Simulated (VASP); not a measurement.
Output of a VASP run:

### OSZICAR
```
       N       E                     dE             d eps       ncg     rms          rms(c)
DAV:   1     0.428942975139E+03    0.42894E+03   -0.21718E+04  2496   0.185E+03
DAV:   2    -0.420605533884E+02   -0.47100E+03   -0.46429E+03  3064   0.505E+02
DAV:   3    -0.936266478882E+02   -0.51566E+02   -0.51309E+02  3768   0.154E+02
DAV:   4    -0.959757535244E+02   -0.23491E+01   -0.23476E+01  3632   0.305E+01
DAV:   5    -0.960562325245E+02   -0.80479E-01   -0.80473E-01  3528   0.421E+00    0.240E+01
DAV:   6    -0.738497372377E+02    0.22206E+02   -0.50647E+01  3880   0.809E+01    0.739E+00
DAV:   7    -0.725522317330E+02    0.12975E+01   -0.53023E+00  2880   0.158E+01    0.454E+00
DAV:   8    -0.755501453959E+02   -0.29979E+01   -0.18510E+00  3144   0.118E+01    0.217E+00
DAV:   9    -0.730784605518E+02    0.24717E+01   -0.14030E+00  2672   0.949E+00    0.980E-01
DAV:  10    -0.733483365347E+02   -0.26988E+00   -0.31891E-01  3200   0.463E+00    0.604E-01
DAV:  11    -0.729392055888E+02    0.40913E+00   -0.19245E-01  2816   0.398E+00    0.398E-01
DAV:  12    -0.733351444417E+02   -0.39594E+00   -0.18639E-01  2640   0.380E+00    0.145E-01
DAV:  13    -0.733500317616E+02   -0.14887E-01   -0.84380E-03  3136   0.964E-01    0.764E-02
DAV:  14    -0.733492255496E+02    0.80621E-03   -0.17756E-03  3336   0.420E-01    0.623E-02
DAV:  15    -0.733508960001E+02   -0.16705E-02   -0.56300E-04  2728   0.252E-01    0.388E-02
DAV:  16    -0.733510033259E+02   -0.10733E-03   -0.15592E-04  3784   0.938E-02    0.154E-02
DAV:  17    -0.733510233032E+02   -0.19977E-04   -0.24833E-05  2864   0.563E-02    0.174E-02
DAV:  18    -0.733510234315E+02   -0.12836E-06   -0.69253E-07  3424   0.703E-03    0.169E-02
DAV:  19    -0.733510234477E+02   -0.16126E-07   -0.22409E-06  2680   0.144E-02    0.103E-02
DAV:  20    -0.733510309816E+02   -0.75339E-05   -0.87045E-06  3264   0.272E-02    0.435E-03
DAV:  21    -0.733510316684E+02   -0.68678E-06   -0.18605E-06  3136   0.127E-02    0.274E-03
DAV:  22    -0.733510321584E+02   -0.49006E-06   -0.19698E-07  1976   0.452E-03    0.147E-03
DAV:  23    -0.733510322875E+02   -0.12911E-06   -0.82685E-08  1384   0.340E-03    0.398E-04
DAV:  24    -0.733510324327E+02   -0.14519E-06   -0.55732E-08  1416   0.229E-03    0.386E-04
DAV:  25    -0.733510324371E+02   -0.43788E-08   -0.11663E-08  1376   0.927E-04
   1 F= -.73351032E+02 E0= -.73351032E+02  d E =0.000000E+00
       N       E                     dE             ncg
       N       E                     dE             ncg
```

**OUTCAR**
```
------------------------ aborting loop because EDIFF is reached ----------------------------------------
  FORCE on cell =-STRESS in cart. coord.  units (eV):
  Direction    XX          YY          ZZ          XY          YZ          ZX
  --------------------------------------------------------------------------------------
  Total       -0.0360412      0.0111584     -0.0013050      0.0000000      0.0000000      0.0000000
  in kB       -0.8888820      0.2751984     -0.0321863      0.0000000      0.0000000      0.0000000
  external PRESSURE =      -0.2152900 kB  Pullay stress =       0.0000000 kB
  volume of cell :       64.96
      direct lattice vectors                 reciprocal lattice vectors
     3.977611944  0.000000000  0.000000000     0.251407129  0.000000000  0.000000000
     0.000000000  2.851871650  2.863407801     0.000000000  0.175323458  0.174617112
     0.000000000 -2.851871650  2.863407801     0.000000000 -0.175323458  0.174617112
 POSITION                                       TOTAL-FORCE (eV/Angst)
 -----------------------------------------------------------------------------------
      0.00000      0.00000      0.04489         0.000000     -0.000000     -0.015441
      1.98881      0.00000      2.98865         0.000000     -0.000000     -0.026565
      0.00000      0.00000      2.82515         0.000000     -0.000000      0.004602
      1.98881     -1.39410      4.23736         0.000000     -0.009692      0.018702
      1.98881      1.39410      4.23736         0.000000      0.009692      0.018702
 -----------------------------------------------------------------------------------
    total drift:                                0.000000      0.000001     -0.001182
  FREE ENERGIE OF THE ION-ELECTRON SYSTEM (eV)
  ---------------------------------------------------
  free  energy   TOTEN  =       -73.3510324371 eV

  energy  without entropy=      -73.3510324371  energy(sigma->0) =      -73.35103244

 total charge

# of ion       s       p       d       tot
------------------------------------------
    1        2.017   5.663   0.299   7.979
    2        2.215   6.271   1.696  10.182
    3        1.566   3.496   0.000   5.062
    4        1.569   3.493   0.000   5.062
    5        1.569   3.493   0.000   5.062
--------------------------------------------------
tot          8.937  22.415   1.995  33.348
```
(Selected blocks of OUTCAR.)

File POSCAR:
```
BaTiO3
1
    3.9776119443     0.0000000000     0.0000000000
    0.0000000000     2.8518716498     2.8634078009
    0.0000000000    -2.8518716498     2.8634078009
Ba Ti O
1 1 3
Direct
  0.0000000000   0.0078378153   0.0078378153
  0.5000000000   0.5218698130   0.5218698130
  0.0000000000   0.4933202675   0.4933202675
  0.5000000000   0.4954973723   0.9843347319
  0.5000000000   0.9843347319   0.4954973723
```

### Question
Write an INCAR and KPOINTS that could have produced this output.

### Answer
One answer among several that fit: the input of the run itself, r2SCAN+rVV10, plane waves, VASP's PBE PAW potentials (set 64).

INCAR:
```
ENCUT=520
CPARAM=0.0093
LCHARG=F
METAGGA=R2SCAN
LWAVE=F
LUSE_VDW=T
ALGO=Normal   # blocked Davidson
NELM=100   # most electronic steps
PREC=Accurate
LMAXMIX=4
LORBIT=11
LMIXTAU=T
NEDOS=601
LASPH=T   # aspherical one-centre terms
ISIF=2   # forces and stress, cell fixed
ISMEAR=-5
SYSTEM=BaTiO3
BPARAM=11.95
EDIFF=1E-7
LREAL=F
```

File KPOINTS:
```
Automatic mesh
0
Gamma
6 6 6
0 0 0
```

File KPOINTS_OPT:
```
k-points along high-symmetry lines
5
Line-mode
Reciprocal
  0.000000   0.000000   0.000000 ! GAMMA
  0.000000   0.500000   0.500000 ! Y

  0.000000   0.500000   0.500000 ! Y
  0.000000   0.501762   0.498238 ! C_0

  0.000000   0.498238  -0.498238 ! SIGMA_0
  0.000000   0.000000   0.000000 ! GAMMA

  0.000000   0.000000   0.000000 ! GAMMA
  0.500000   0.000000   0.000000 ! Z

  0.500000   0.000000   0.000000 ! Z
  0.500000   0.498238  -0.498238 ! A_0

  0.500000   0.501762   0.498238 ! E_0
  0.500000   0.500000   0.500000 ! T

  0.500000   0.500000   0.500000 ! T
  0.000000   0.500000   0.500000 ! Y

  0.000000   0.000000   0.000000 ! GAMMA
  0.000000   0.500000   0.000000 ! S

  0.000000   0.500000   0.000000 ! S
  0.500000   0.500000   0.000000 ! R

  0.500000   0.500000   0.000000 ! R
  0.500000   0.000000   0.000000 ! Z

  0.500000   0.000000   0.000000 ! Z
  0.500000   0.500000   0.500000 ! T
```

POTCAR, in this order: Ba_sv Ti_sv O (PBE.64 set). Program: vasp_std.

The structure comes from a measured BaTiO3 entry (Amm2) of the Crystallography Open Database, whose conditions weren't checked. It was relaxed first.
